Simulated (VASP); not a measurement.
# Mg4C in VASP: single point with LDA

Aim: the single point of Mg4C with LDA.

Everything below comes from runs of VASP 6.6.1. Logs are shortened: lines on timing, memory, paths and dates and some standing lists are left out, and cuts for length are marked.

## (1) The cell of the first run

The cell holds a slab with vacuum, 5 atoms: a = 3.147 Å, b = 3.147 Å, c = 23.061 Å, α = 90.00°, β = 90.00°, γ = 120.00°.

## (2) Single point, LDA (C over (1/6, 4/6) of the surface cell, its height relaxed)

INCAR

```
SYSTEM = Mg4C
  ALGO = Fast
  DIPOL = 0.5 0.5 0.382
  EDIFF = 1E-6
  ENCUT = 520
  GGA = CA
  IDIPOL = 3
  ISIF = 2
  ISMEAR = 0
  LASPH = .True.
  LCHARG = .False.
  LDIPOL = .True.
  LREAL = .False.
  LWAVE = .False.
  NBANDS = 14
  NELM = 100
  PREC = Accurate
  SIGMA = 0.1
```

KPOINTS

```
k-points
0
Gamma
  9 9 1
  0 0 0
```

POSCAR

```
Mg4C
1.0
    3.1466128692      0.0000000000      0.0000000000
   -1.5733064346      2.7250466806      0.0000000000
    0.0000000000      0.0000000000     23.0605951812
Mg C
4 1
Direct
    0.6666666667      0.3333333333      0.1734560608
    0.3333333333      0.6666666667      0.2827092830
    0.6666666667      0.3333333333      0.3902185408
    0.3333333333      0.6666666667      0.5013138252
    0.5000000000      1.3333333333      0.5638559511
```

Potentials or basis: VASP PAW LDA potentials, release 64 (Mg, C).

Command:

```
cat potpaw_LDA.64/Mg/POTCAR potpaw_LDA.64/C/POTCAR > POTCAR
mpirun -np 1 vasp_std > vasp.out
```

OUTCAR:

```text
SYSTEM = Mg4C
   EDIFF = 1E-6
   ENCUT = 520
   GGA = CA
   ISIF = 2
   ISMEAR = 0
   LASPH = .True.
   LREAL = .False.
   NELM = 100
   PREC = Accurate

 ion  position               nearest neighbor table
   1  0.667  0.333  0.173-   2 3.11   2 3.11   2 3.11
   2  0.333  0.667  0.283-   3 3.07   3 3.07   3 3.07   1 3.11   1 3.11   1 3.11
   3  0.667  0.333  0.390-   2 3.07   2 3.07   2 3.07   4 3.14   4 3.14   4 3.14
   4  0.333  0.667  0.501-   5 2.00   5 2.38   5 2.70   3 3.14   3 3.14   3 3.14
   5  0.500  0.333  0.564-   4 2.00   4 2.38   4 2.70

  LATTYP: Found a hexagonal cell.
 ALAT       =     3.1466128692
 C/A-ratio  =     7.3287042734

  Lattice vectors:

 A1 = (   3.1466128692,   0.0000000000,   0.0000000000)
 A2 = (  -1.5733064346,   2.7250466806,   0.0000000000)
 A3 = (   0.0000000000,   0.0000000000,  23.0605951812)

Analysis of symmetry for initial positions (statically):
=====================================================================
 Subroutine PRICEL returns:
 Original cell was already a primitive cell.

 Routine SETGRP: Setting up the symmetry group for a
 hexagonal supercell.

 Subroutine GETGRP returns: Found  1 space group operations
 (whereof  1 operations were pure point group operations)
 out of a pool of 24 trial point group operations.

The static configuration has the point symmetry C_1 .

Analysis of symmetry for dynamics (positions and initial velocities):
=====================================================================
 Subroutine PRICEL returns:
 Original cell was already a primitive cell.

 Routine SETGRP: Setting up the symmetry group for a
 hexagonal supercell.

 Subroutine GETGRP returns: Found  1 space group operations
 (whereof  1 operations were pure point group operations)
 out of a pool of 24 trial point group operations.

The dynamic configuration has the point symmetry C_1 .

 Subroutine INISYM returns: Found  1 space group operations
 (whereof  1 operations are pure point group operations),
 and found     1 'primitive' translations

----------------------------------------------------------------------------------------

                                     Primitive cell

  volume of cell :     197.7369

  direct lattice vectors                    reciprocal lattice vectors
     3.146612869  0.000000000  0.000000000     0.317802044  0.183483095  0.000000000
    -1.573306435  2.725046681  0.000000000     0.000000000  0.366966191  0.000000000
     0.000000000  0.000000000 23.060595181     0.000000000  0.000000000  0.043364015

  length of vectors
     3.146612869  3.146612869 23.060595181     0.366966191  0.366966191  0.043364015

  position of ions in fractional coordinates (direct lattice)
     0.666666667  0.333333333  0.173456061
     0.333333333  0.666666667  0.282709283
     0.666666667  0.333333333  0.390218541
     0.333333333  0.666666667  0.501313825
     0.500000000  0.333333333  0.563855951

  ion indices of the primitive-cell ions
   primitive index   ion index
                 1           1
                 2           2
                 3           3
                 4           4
                 5           5

----------------------------------------------------------------------------------------

 KPOINTS: k-points

Automatic generation of k-mesh.
 Grid dimensions read from file:
 generate k-points for:    9    9    1

 Generating k-lattice:

  Cartesian coordinates                     Fractional coordinates (reciprocal lattice)
     0.035311338  0.020387011  0.000000000     0.111111111 -0.000000000  0.000000000
     0.000000000  0.040774021  0.000000000     0.000000000  0.111111111  0.000000000
     0.000000000  0.000000000  0.043364015     0.000000000  0.000000000  1.000000000

  Length of vectors
     0.040774021  0.040774021  0.043364015

  Shift w.r.t. Gamma in fractional coordinates (k-lattice)
     0.000000000  0.000000000  0.000000000

 Subroutine IBZKPT returns following result:
 ===========================================

 Found     41 irreducible k-points:

 Following reciprocal coordinates:
            Coordinates               Weight
  0.000000  0.000000  0.000000      1.000000
  0.111111  0.000000  0.000000      2.000000
  0.000000  0.111111  0.000000      2.000000
 -0.111111  0.111111  0.000000      2.000000
  0.222222  0.000000  0.000000      2.000000
  0.000000  0.222222  0.000000      2.000000
[... 16 lines left out ...]
  0.333333  0.111111  0.000000      2.000000
 -0.111111  0.444444  0.000000      2.000000
 [... further k-points ...]
   k-points           NKPTS =     41   k-points in BZ     NKDIM =     41   number of bands    NBANDS=     14
   number of dos      NEDOS =    301   number of ions     NIONS =      5
   total plane-waves  NPLWV = 103680
   dimension x,y,z NGX =    24 NGY =   24 NGZ =  180
   dimension x,y,z NGXF=    48 NGYF=   48 NGZF=  360
   ions per type =               4   1
   NGX,Y,Z   is equivalent  to a cutoff of  12.68, 12.68, 12.98 a.u.
   NGXF,Y,Z  is equivalent  to a cutoff of  25.36, 25.36, 25.95 a.u.
 SYSTEM =  Mg4C
   PREC   = accura    normal or accurate (medium, high low for compatibility)
   ISTART =      0    job   : 0-new  1-cont  2-samecut
   ICHARG =      2    charge: 1-file 2-atom 10-const
   ISPIN  =      1    spin polarized calculation?
   LNONCOLLINEAR =      F non collinear calculations
   LSORBIT =      F    spin-orbit coupling
   LASPH  =      T    aspherical Exc in radial PAW
   ENCUT  =  520.0 eV  38.22 Ry    6.18 a.u.   5.85  5.85 42.88*2*pi/ulx,y,z
   NELM   =    100;   NELMIN=  2; NELMDL= -5     # of ELM steps
   EDIFF  = 0.1E-05   stopping-criterion for ELM
   LREAL  =      F    real-space projection
   EDIFFG = 0.1E-04   stopping-criterion for IOM
   NSW    =      0    number of steps for IOM
   IBRION =     -1    ionic relax: 0-MD 1-quasi-New 2-CG
   NFREE  =      0    steps in history (QN), initial steepest desc. (CG)
   ISIF   =      2    stress and relaxation
   ISYM   =      2    0-nonsym 1-usesym 2-fastsym
   POTIM  = 0.5000    time-step for ionic-motion
   TEBEG  =    0.0;   TEEND  =   0.0 temperature during run
   PSTRESS=    0.0 pullay stress
   NELECT =      12.0000    total number of electrons
   NUPDOWN=      -1.0000    fix difference up-down
   EMIN   =  10.00;   EMAX   =-10.00  energy-range for DOS
   EFERMI =   0.00;   METHOD = LEGACY
   ISMEAR =     0;   SIGMA  =   0.10  broadening in eV -4-tet -1-fermi 0-gaus
   EFERMI_NEDOS =   21; number of points for ismear=-14 and -15
   IALGO  =     68    algorithm
   IMIX   =      4    mixing-type and parameters
     AMIX     =   0.40;   BMIX     =  1.00
     AMIX_MAG =   1.60;   BMIX_MAG =  1.00
  volume/ion in A,a.u.               =      39.55       266.88
  Fermi-wavevector in a.u.,A,eV,Ry     =   0.643338  1.215733  5.631234  0.413884
  Thomas-Fermi vector in A             =   1.710305
   LORBIT       =      0    0 simple, 1 ext, 2 COOP (PROOUT), +10 PAW based schemes
   GGA     = CA    functional components
   LHFCALC =     F    Hartree Fock is set to
   AEXX    =    0.0000 exact exchange contribution
   IVDW    =     0    specifies the selected vdW correction
   LEPSILON=     F    determine dielectric tensor
   LRPA    =     F    only Hartree local field effects (RPA)
 non-spin polarized calculation
 RMM-DIIS sequential band-by-band and
 Gauss-broadening in eV      SIGMA  =   0.10
  energy-cutoff  :      520.00
  volume of cell :      197.74
 maximum number of plane-waves:      5354
   NGX = 11   NGY = 11   NGZ = 85

 number of electron      12.0000000 magnetization

 dipolmoment           0.000000      0.000000      0.161243 electrons x Angstroem

 Free energy of the ion-electron system (eV)
  ---------------------------------------------------
  ext. energy  EPLUGINS =         0.00000000
  ---------------------------------------------------
  free energy    TOTEN  =       -11.41302177 eV

  energy without entropy =      -11.39014649  energy(sigma->0) =      -11.40158413

 E-fermi :  -1.7069     XC(G=0):  -5.1295

 val. band max:       -1.7091672953   @ k =   0.3333   0.2222   0.0000
 cond. band min:      -1.7040661327   @ k =  -0.1111   0.4444   0.0000
 fundamental gap:      0.0051011626
 Fermi energy:        -1.7069433452

 k-point     1 :       0.0000    0.0000    0.0000
  band No.  band energies     occupation
      1     -11.6983      2.00000
      2      -8.4266      2.00000
      3      -7.3363      2.00000
      4      -5.7366      2.00000
      5      -3.8651      2.00000
      6      -2.3483      2.00000
      7      -0.2401      0.00000
      8       0.0883      0.00000
      9       0.4461      0.00000
     10       1.6843      0.00000
     11       3.0700      0.00000
     12       4.5993      0.00000
     13       6.4113      0.00000
     14       8.1556      0.00000

 k-point     2 :       0.1111    0.0000    0.0000
  band No.  band energies     occupation
      1     -11.5387      2.00000
      2      -8.1784      2.00000
      3      -7.0937      2.00000
      4      -5.5046      2.00000
      5      -3.6500      2.00000
      6      -2.1676      2.00000
      7      -0.3679      0.00000
      8      -0.0277      0.00000
      9       0.1466      0.00000
     10       1.9199      0.00000
     11       3.3025      0.00000
     12       4.8257      0.00000
     13       5.6391      0.00000
     14       8.2456      0.00000
[... 343 lines left out ...]
      1     -10.0762      2.00000
      2      -5.2658      2.00000
      3      -4.3561      2.00000
      4      -3.6517      2.00000
      5      -2.7184      2.00000
      6      -1.6493      0.41523
      7      -1.2121      0.00000
      8      -0.8314      0.00000
      9      -0.0849      0.00000
     10       0.2051      0.00000
     11       1.6370      0.00000
     12       2.4283      0.00000
     13       3.1314      0.00000
     14       4.0729      0.00000

 k-point    24 :      -0.1111    0.4444    0.0000
  band No.  band energies     occupation
      1     -10.0688      2.00000
      2      -5.2650      2.00000
      3      -4.3521      2.00000
      4      -3.7239      2.00000
      5      -2.7817      2.00000
      6      -1.7041      0.96754
      7      -1.0243      0.00000
      8      -0.7773      0.00000
      9      -0.0741      0.00000
     10       0.2032      0.00000
     11       1.6921      0.00000
     12       2.3860      0.00000
     13       3.1505      0.00000
     14       4.0200      0.00000

 [... further k-points ...]

------------------------ aborting loop because EDIFF is reached ----------------------------------------

 vacuum level on the upper side and lower side of the slab       (xc-potential included)         1.546        -1.800

  FORCE on cell =-STRESS in cart. coord.  units (eV):
  Direction    XX          YY          ZZ          XY          YZ          ZX
  --------------------------------------------------------------------------------------
  -------------------------------------------------------------------------------------
  Total       -2.1286258     -2.0534426      0.2739774     -1.1702842     -1.3748143      2.1018892
  in kB      -17.2473406    -16.6381629      2.2199212     -9.4823100    -11.1395295     17.0307051
  external PRESSURE =     -10.5551941 kB  Pullay stress =       0.0000000 kB

 VOLUME and BASIS-vectors are now :
 -----------------------------------------------------------------------------
  energy-cutoff  :      520.00
  volume of cell :      197.74
      direct lattice vectors                 reciprocal lattice vectors
     3.146612869  0.000000000  0.000000000     0.317802044  0.183483095  0.000000000
    -1.573306435  2.725046681  0.000000000     0.000000000  0.366966191  0.000000000
     0.000000000  0.000000000 23.060595181     0.000000000  0.000000000  0.043364015

 POSITION                                       TOTAL-FORCE (eV/Angst)
 -----------------------------------------------------------------------------------
      1.57331      0.90835      4.00000        -0.008386     -0.000483     -0.035570
     -0.00000      1.81670      6.51944        -0.001840      0.003655     -0.013855
      1.57331      0.90835      8.99867        -0.042006     -0.002097      0.021288
     -0.00000      1.81670     11.56060        -1.279243      0.945484      0.039443
      1.04887      0.90835     13.00285         1.331475     -0.946560     -0.011306
 -----------------------------------------------------------------------------------
    total drift:                                0.000309     -0.000028     -0.000347

  FREE ENERGIE OF THE ION-ELECTRON SYSTEM (eV)
  ---------------------------------------------------
  free  energy   TOTEN  =       -11.4130217726 eV

  energy  without entropy=      -11.3901464940  energy(sigma->0) =      -11.40158413

 vacuum level on the upper side and lower side of the slab         5.622         2.107
```

Wall time 2.7 min (1 thread of AMD EPYC 9R45 (Zen 5), shared host); peak memory 0.28 GiB.

Results:

* Free energy: -11.4130 eV
* Largest force: 1.634 eV/Å
* Band gap on the k mesh: none (metal or under the smearing width)

Forces on the atoms (eV/Å):
```
Mg  -0.008  0.000 -0.036
Mg  -0.002  0.004 -0.014
Mg  -0.042 -0.002  0.021
Mg  -1.279  0.945  0.039
C    1.331 -0.947 -0.011
```
